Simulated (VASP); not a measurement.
OSZICAR of a VASP run on Lu (hcp):

File OSZICAR:
```
       N       E                     dE             d eps       ncg     rms          rms(c)
DAV:   1     0.761137580938E+02    0.76114E+02   -0.95458E+03  2488   0.178E+03
DAV:   2    -0.337828592817E+01   -0.79492E+02   -0.78026E+02  2830   0.871E+02
DAV:   3    -0.762197323073E+01   -0.42437E+01   -0.40526E+01  3188   0.110E+02
DAV:   4    -0.788127042308E+01   -0.25930E+00   -0.23664E+00  3212   0.132E+01
DAV:   5    -0.789919835720E+01   -0.17928E-01   -0.17783E-01  3075   0.276E+00    0.286E+01
DAV:   6    -0.120235003979E+02   -0.41243E+01   -0.26864E+01  1664   0.450E+02    0.161E+01
DAV:   7    -0.121817381706E+02   -0.15824E+00   -0.12025E+00  3232   0.556E+01    0.346E-01
DAV:   8    -0.124900650952E+02   -0.30833E+00   -0.72623E-01  2242   0.116E+01    0.382E-01
DAV:   9    -0.119827905519E+02    0.50727E+00   -0.17642E+02  1664   0.320E+03    0.317E-01
DAV:  10    -0.237690437256E+03   -0.22571E+03   -0.22571E+03  2943   0.392E+00    0.210E+00
DAV:  11    -0.128051917128E+02    0.22489E+03   -0.10689E+03  2362   0.632E+01    0.134E+00
DAV:  12    -0.125570050442E+02    0.24819E+00   -0.61873E-01  2696   0.404E+00    0.356E-01
DAV:  13    -0.126209590142E+02   -0.63954E-01   -0.11945E+00  2729   0.442E+00    0.326E-01
DAV:  14    -0.126488292836E+02   -0.27870E-01   -0.14611E-01  2668   0.872E-01    0.211E-01
DAV:  15    -0.126689033456E+02   -0.20074E-01   -0.67319E-02  2555   0.978E-01    0.878E-02
DAV:  16    -0.126677857559E+02    0.11176E-02   -0.48035E-03  2777   0.295E-01    0.965E-02
DAV:  17    -0.126689018429E+02   -0.11161E-02   -0.27918E-04  2459   0.181E-01    0.699E-02
DAV:  18    -0.126694020960E+02   -0.50025E-03   -0.16098E-04  2639   0.164E-01    0.853E-02
DAV:  19    -0.126694789258E+02   -0.76830E-04   -0.10669E-05  2734   0.510E-02    0.942E-02
DAV:  20    -0.126695331666E+02   -0.54241E-04   -0.76233E-06  2482   0.237E-02    0.103E-01
DAV:  21    -0.126695347774E+02   -0.16108E-05   -0.17730E-07  1122   0.877E-03    0.104E-01
DAV:  22    -0.126695375333E+02   -0.27559E-05   -0.28497E-07  1137   0.103E-02    0.107E-01
DAV:  23    -0.126694802180E+02    0.57315E-04   -0.25614E-05  2628   0.522E-02    0.723E-02
DAV:  24    -0.126691849929E+02    0.29523E-03   -0.78024E-05  2756   0.885E-02    0.329E-02
DAV:  25    -0.126691291528E+02    0.55840E-04   -0.59723E-06  2515   0.216E-02    0.267E-02
DAV:  26    -0.126691447697E+02   -0.15617E-04   -0.13849E-06  1382   0.145E-02    0.235E-02
DAV:  27    -0.126691231865E+02    0.21583E-04   -0.11319E-06  1215   0.187E-02    0.245E-02
DAV:  28    -0.126691473000E+02   -0.24113E-04   -0.29831E-07   982   0.185E-02    0.228E-02
DAV:  29    -0.126691529316E+02   -0.56316E-05   -0.24974E-07   967   0.139E-02    0.222E-02
DAV:  30    -0.126691524745E+02    0.45710E-06   -0.33293E-07   967   0.172E-02
   1 F= -.12669152E+02 E0= -.12670149E+02  d E =-.126692E+02
```

Q: Which electronic solver shows in the log?

A: It is blocked Davidson (ALGO = Normal, or the opening steps of other solvers). The INCAR had ALGO = Normal.

Q: Can the final energy be trusted as converged?

A: Self-consistency was reached. It stopped with EDIFF = 1E-6, NELM = 100, NSW = 60 and EDIFFG = -0.01 after 1 ionic step (TPSS meta-GGA, plane waves, VASP's PBE PAW potentials (set 64)).

The compound is Lu in the hcp structure. It was relaxed first. The start is the result of an earlier pass.
